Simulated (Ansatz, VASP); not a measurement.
# Cross-check of GaN between VASP and Ansatz

Aim: how closely do two programs agree when they are given the same cell, functional and k mesh? The cell is taken from a series of runs on this material, whose earlier steps may have relaxed, scaled, displaced or heated it; both programs get it as it stands.

Method: plane waves, with VASP 6.6.1 beside it; dielectric response at LDA, in Ansatz 0.2.0.

### Step 1. Starting point

It takes space group F-43m (No. 216, cubic). Conventional cell: a = 4.507 Å, b = 4.507 Å, c = 4.507 Å, α = 90.00°, β = 90.00°, γ = 90.00°. Nearest to Ga lie 4 N at 1.95 Å. Nearest to N lie 4 Ga at 1.95 Å. Farther neighbours and most contacts between anions are not listed.

### Step 2. Ansatz: dielectric response, LDA

Ansatz runs on its default PAW (the set named soft_2) files.

The response to a field tests empty states and converges slowly with the mesh.

Input file input.yaml:

```yaml
crystal:
  lattice:
    - [0.0, 2.2535006075, 2.2535006075]
    - [2.2535006075, 0.0, 2.2535006075]
    - [2.2535006075, 2.2535006075, 0.0]
  atoms:
    - { symbol: Ga, position: [0.0, 0.0, 0.0] }
    - { symbol: "N", position: [0.75, 0.75, 0.75] }
kpoints:
  mp_grid: { grid: [8, 8, 8] }
hamiltonian:
  xc: lda
scf:
  occupations: { method: fixed }
dielectric: {}
```

The run is started by

```bash
ansatz run input.yaml --threads 1 --pin off --max-ram 1382MiB --backend cpu --events-out ev --progress --plain --runs-dir out
```

Numbers of over 12 decimals in the logs are rounded to 6 here.

The log of the run:

```text
Engine: ansatz 0.2.0, aarch64-unknown-linux-gnu
Pseudopotentials: kind: paw
Pseudopotential: Ga, paw, valence charge 13, recommended cutoff 420 eV (normal), Ga.paw.azcp
Pseudopotential: N, paw, valence charge 5, recommended cutoff 420 eV (normal), N.paw.azcp
Functional definition: SPW92
  exchange = slater_x
  correlation = pw_c
Crystal: 2 atoms, lattice volume = 22.888 Å³
Basis set: ecut = 420 eV, 459 PW (Γ), exchange–correlation on 48×48×48 points (8 copies of the dense FFT grid, shifted against one another)
Bands: 13, of which v1, the nominal top of the filled ones, is band 9 counted from 1 (8 counted from 0)
Symmetry: 24 space group operations
k-points: 95 of 512 (irreducible under 4 space group operations, time reversal used)
Non-local potential: Ga, projectors of the file, l = 0: 2, l = 1: 2, l = 2: 3, l = 3: 1
Non-local potential: N, projectors of the file, l = 0: 2, l = 1: 2, l = 2: 1
PAW form: soft (Blöchl's): semilocal exchange-correlation on the pseudo side does not see the compensation charge
PAW frozen core: Ga, regenerated for the run's functional, and the local potential with it (the file was generated under x = pbe(κ = 0.804, μ = 0.219515), c = pbe(β = 0.066725))
PAW frozen core: N, regenerated for the run's functional, and the local potential with it (the file was generated under x = pbe(κ = 0.804, μ = 0.219515), c = pbe(β = 0.066725))
PAW one-centre angular grid: Ga, 590 points (default); XC on 64 Gauss nodes
PAW one-centre angular grid: N, 110 points (default); XC on 64 Gauss nodes
Initial density: superposition of atomic densities (neutral atoms: chi_scale 0, normalization atom), corrected by the library's trained network
Initial wavefunctions: pseudopotential atomic-orbital guess
Functional: x = slater, c = lda
SCF iter   1: F=—  HF=-4082.078111 eV  |F-HF|=—  |Δ(HF+E_count)|=         —  Δρ=1.32e-2  dr2=3.85e-2  ethr=1.77e-3  ⟨swp⟩=4.2  Hψ=5653  notcnv=0  defer=151
preconditioner: auto → none  [insulator: Δε(μ)=1.625 eV  Ē_g=18.627 eV  n_scr=8 (ndim 8)  ℏωp=32.9 eV  f_vac=0.001  ε∞_Penn≈4.1]
SCF iter   2: F=—  HF=-4082.069096 eV  |F-HF|=—  |Δ(HF+E_count)|=   9.01e-3  Δρ=6.73e-3  dr2=7.41e-3  ethr=2.14e-4  ⟨swp⟩=2.4  Hψ=2545  notcnv=0  defer=188
SCF iter   3: F=—  HF=-4082.066866 eV  |F-HF|=—  |Δ(HF+E_count)|=   2.23e-3  Δρ=1.70e-3  dr2=2.70e-4  ethr=4.12e-5  ⟨swp⟩=2.0  Hψ=1684  notcnv=0  defer=188
SCF iter   4: F=—  HF=-4082.066760 eV  |F-HF|=—  |Δ(HF+E_count)|=   1.06e-4  Δρ=5.94e-4  dr2=2.56e-5  ethr=1.50e-6  ⟨swp⟩=2.9  Hψ=2219  notcnv=0  defer=188
SCF iter   5: F=—  HF=-4082.066744 eV  |F-HF|=—  |Δ(HF+E_count)|=   1.59e-5  Δρ=3.50e-5  dr2=1.44e-7  ethr=1.42e-7  ⟨swp⟩=2.2  Hψ=2062  notcnv=0
SCF iter   6: F=—  HF=-4082.066747 eV  |F-HF|=—  |Δ(HF+E_count)|=   2.87e-6  Δρ=7.71e-6  dr2=6.74e-9  ethr=8.02e-10  ⟨swp⟩=2.3  Hψ=1977  notcnv=0
SCF iter   7: F=—  HF=-4082.066747 eV  |F-HF|=—  |Δ(HF+E_count)|=   1.06e-9  Δρ=1.55e-6  dr2=2.60e-10  ethr=3.74e-11  ⟨swp⟩=2.5  Hψ=1766  notcnv=0
SCF iter   8: F=-4082.066747 eV  HF=-4082.066747 eV  |F-HF|=1.82e-12  |Δ(HF+E_count)|=  2.77e-11  Δρ=4.01e-8  dr2=1.14e-13  ethr=1.00e-12  ⟨swp⟩=2.9  Hψ=3791  notcnv=0
SCF 1 converged in 8 iterations: F = -4082.066747 eV  dr2 = 1.14e-13
  greatest PAW one-centre occupation: 0.996 electrons in one spin orbital (limit 2), on the Ga atom at site 0 (counted from 0), in its partial waves of l = 2
DFPT response loops at Γ: preconditioner auto → none (the input reference at scf.mixing.eps_inf says where Resta's filter doesn't serve); β = 0.50; Broyden in place of MSR1
── the response to a field inside a basis, on 8×8×8 k-points: an SCF that follows is theirs, and a resumed run solves both again ──
Bands: 10, of which v1, the nominal top of the filled ones, is band 9 counted from 1 (8 counted from 0)
k-points: 60 of 512 (irreducible under 6 space group operations, time reversal used)
Initial density: handed on by an earlier stage of this run
Initial wavefunctions: pseudopotential atomic-orbital guess (no wavefunctions were taken with the density)
Eigensolver: Dense (60 Hₖ)
SCF iter   1: F=—  HF=-4082.071838 eV  |F-HF|=—  |Δ(HF+E_count)|=         —  Δρ=7.23e-4  dr2=1.84e-5  ethr=1.00e-1
preconditioner: auto → none  [insulator: Δε(μ)=2.195 eV  Ē_g=15.198 eV  n_scr=8 (ndim 8)  ℏωp=32.9 eV  f_vac=0.000  ε∞_Penn≈5.7]
SCF iter   2: F=—  HF=-4082.071838 eV  |F-HF|=—  |Δ(HF+E_count)|=   2.55e-7  Δρ=3.67e-4  dr2=7.02e-6  ethr=1.02e-7
SCF iter   3: F=—  HF=-4082.071840 eV  |F-HF|=—  |Δ(HF+E_count)|=   2.48e-6  Δρ=1.52e-4  dr2=4.47e-6  ethr=3.90e-8
SCF iter   4: F=-4082.071839 eV  HF=-4082.071839 eV  |F-HF|=3.13e-9  |Δ(HF+E_count)|=   1.69e-6  Δρ=1.72e-5  dr2=2.12e-8  ethr=2.49e-8
SCF 1 converged in 4 iterations: F = -4082.071839 eV  dr2 = 2.12e-8
  greatest PAW one-centre occupation: 0.995 electrons in one spin orbital (limit 2), on the Ga atom at site 0 (counted from 0), in its partial waves of l = 2
DFPT response loops at Γ: mixed as the last ones told, above
SCF converged after 8 iterations
Free energy (F): -4082.066747 eV
Harris-Foulkes:  -4082.066747 eV  (|F-HF|=1.82e-12)
Internal energy: -4082.066747 eV  (E = F + TS)
E sigma→0 (E₀):  -4082.066747 eV
Fermi energy:    9.280396 eV
--- Per-component energies (eV) ---
  E_band       = -13.121667
  E_kinetic    = 246.493734
  E_local      = -1953.280470  (includes V_loc(G=0)·N_el)
  E_nonlocal   = 477.482693
  E_hartree    = 895.549785
  E_xc         = -127.671755
  E_vxc        = -133.990899  (∫ρ·V_xc dr)
  E_paw        = -2035.014422  (= ΣΔE_a)
  E_vpaw       = -440.926409  (= ΣTr[D̂ρ^β])
  E_aug_tail   = 0.000119  (compensation charges beyond the density's cutoff)
  E_ewald      = -1587.434954
  E_core_change = 1.808524  (= ΣΔE_core)
  E_smearing   = -0.000000  (= −TS)
  E_closure    = -0.000000  (closes the sum)
  Σ components = -4082.066747   (vs F -4082.066747, Δ=0.00e0)
--- Band table (eV; the first three rows and the last of 95) ---
  k-point 0: bands = [... 5 lower, -3.9908, 9.2804, 9.2804, 9.2804, 11.0124, 19.3981, 19.3981, 19.3981]
  k-point 1: bands = [... 5 lower, -3.9925, 7.7575, 9.1167, 9.1167, 12.1383, 18.6901, 19.6360, 19.6360]
  k-point 2: bands = [... 5 lower, -3.9062, 5.4112, 8.7530, 8.7530, 13.2880, 17.8914, 19.8642, 19.8642]
  k-point 94: bands = [... 5 lower, -1.8212, 3.4990, 5.5415, 5.5929, 15.4009, 17.5039, 19.4281, 20.1910]
--- Dielectric response (ions clamped): 3 representative field directions + reference, inside a basis on a mesh of 512 k-points (Σ response iterations 15) ---
  ε∞ (high-frequency dielectric tensor):
        5.966358    -0.000000     0.000000
       -0.000000     5.966358     0.000000
        0.000000     0.000000     5.966358
  Born effective charges Z* (e; rows j = field, columns β = displacement):
    site 0:
         2.65087   -0.00000   -0.00000
         0.00000    2.65087    0.00000
         0.00000    0.00000    2.65087
    site 1:
        -2.65087    0.00000    0.00000
        -0.00000   -2.65087   -0.00000
        -0.00000   -0.00000   -2.65087
  Z* charge neutrality: 8.139e-4 e pre-enforcement
  solved inside a basis spanned on kpoints, on 8×8×8 k-points, its susceptibility summed on 12×12×12: ε∞ is read to err by 2.0e-2, Z* by 1.4e-2 e (field_mesh: kpoints solves on kpoints); Z* is corrected for what the basis lacks
```

(Part 1 of 2 ends here.)

[Lines on the potential files, build, host, timing and source positions are cut from VASP's logs without a mark.]

[Logs are printed without paths, hosts, clocks, repeated set-up lines and the standing remarks that a program may print on its own settings, such as how far it seeks lower states.]

[Hosts, paths, dates, database ids (printed as entryN), source tags and the programs' standing remarks are cut or masked in the printed files.]
